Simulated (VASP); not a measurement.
Energy against volume of C (diamond). Level of theory: SCAN meta-GGA, VASP's PBE PAW potentials (set 64) (plane waves; VASP). Numerical set-up: 520 eV cut-off, 13×13×13 Γ-centred mesh, Gaussian smearing of 0.050 eV, potentials C.

```csv
V (Å³/atom),E (eV/atom)
5.449,-9.99625
5.618,-10.00432
5.787,-9.99784
5.955,-9.97867
```

Fit these four points and predict the energy of the run at 5.281 Å³/atom.

A cubic in V^(−2/3), the third-order Birch-Murnaghan form, passes through the four points with V0 = 5.62 Å³/atom and B0 = 456 GPa, and gives -9.9719 eV/atom there. The run gave -9.9716 eV/atom, +0.3 meV/atom from the fit; all five points give B0 = 458 GPa.

The compound is C in the diamond structure. It was relaxed first.
